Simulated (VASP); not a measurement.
NaSc under changes of volume

One of the cells (28.656 Å³/atom); the others are scaled copies at fixed shape and fractional positions:

```xyz
2
Lattice="3.2835 0.0000 0.0000 -1.6418 2.8436 0.0000 0.0000 0.0000 6.1381" Properties=species:S:1:pos:R:3 pbc="T T T"
Na    0.0000    0.0000    3.0690
Sc    0.0000    1.8958    0.0000
```

The cell was built by a generator and needn't be a form met in nature.

| Property | Result |
| --- | --- |
| Program | VASP 6.6.1 |
| Functional | PBE |
| Potentials or basis | VASP PAW PBE potentials, release 64 (Na_pv, Sc_sv) |
| Cutoff | 520 eV |
| k mesh | 9 × 9 × 5 |
| Occupations | fermi-dirac, width 0.05 eV |
| Spin | no spin polarisation |

```tsv
volume (Å³/atom)	energy over the lowest point (meV/atom)	pressure (GPa)
26.409	7.07	1.7
26.970	2.50	1.1
27.532	0.00	0.5
28.656	0.53	-0.5
29.218	3.25	-0.9
29.780	?	?
```

Q: What does the run at 29.780 Å³/atom give?

A: Energy over the lowest point 7.42 meV/atom; pressure -1.3 GPa.

Worked out: A Birch-Murnaghan fit of order 3 (a polynomial in V^(-2/3)) to the other rows has its minimum at 28.00 Å³/atom with B0 = V·E''(V) = 25 GPa and B' = 3.5 at fixed shape and positions, which overstates the stiffness. It gives 7.42 meV/atom at 29.780 Å³/atom, against the run's 7.42, and -dE/dV = -1.4 GPa, against -1.3.

Energies are extrapolated to zero smearing.
